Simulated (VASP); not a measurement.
An input for Quantum ESPRESSO's pw.x (written as the equivalent of a VASP run, and not itself run):

```
&CONTROL
  calculation = 'scf'
  pseudo_dir = './pseudo'
  outdir = './out'
  tprnfor = .true.
  tstress = .true.
/
&SYSTEM
  ibrav = 0
  nat = 2
  ntyp = 2
  ecutwfc = 102
  occupations = 'smearing'
  smearing = 'gaussian'
  degauss = 0.003675
  input_dft = 'pbe'
/
&ELECTRONS
  conv_thr = 7.3e-08
  electron_maxstep = 100
/
ATOMIC_SPECIES
  Cd 112.414 Cd.upf
  Se 78.971 Se.upf
CELL_PARAMETERS angstrom
     0.0000000    3.1030201    3.1030201
     3.1030201    0.0000000    3.1030201
     3.1030201    3.1030201    0.0000000
ATOMIC_POSITIONS crystal
  Cd   0.0000000  0.0000000  0.0000000
  Se   0.2500000  0.2500000  0.2500000
K_POINTS automatic
  7 7 7 0 0 0
```

Question: Translate this input to VASP (INCAR, KPOINTS, POSCAR, choice of POTCAR).

Answer: Several could match; the one computed here: 
KPOINTS:
```
Automatic mesh
0
Gamma
7 7 7
0 0 0
```

INCAR:
```
! general
SYSTEM =CdSe
PREC   =Accurate
ENCUT  =520
LREAL  =F
LASPH  =T

! electronic loop
EDIFF  =1E-6
NELM   =100
ALGO   =Normal
LMAXMIX=4

! smearing
ISMEAR =0
SIGMA  =0.05

! functional
GGA    =PE

! output
LWAVE  =F
LCHARG =T
```

POSCAR:
```
CdSe
1
    0.0000000000     3.1030200860     3.1030200860
    3.1030200860     0.0000000000     3.1030200860
    3.1030200860     3.1030200860     0.0000000000
Cd Se
1 1
Direct
  0.0000000000   0.0000000000   0.0000000000
  0.2500000000   0.2500000000   0.2500000000
```

POTCAR, in this order: Cd Se (PBE.64 set). Program: vasp_std.

Limits of the translation: the potentials are each code's own (VASP's PAW set, PseudoDojo norm-conserving files in pw.x), so ENCUT and ecutwfc are chosen apart and not converted; conv_thr bounds pw.x's estimated SCF error, while EDIFF bounds the energy change between steps.

The compound is CdSe in the zinc blende structure, whereas wurtzite is the usual form. It was relaxed first, which changed the volume by +8 %.
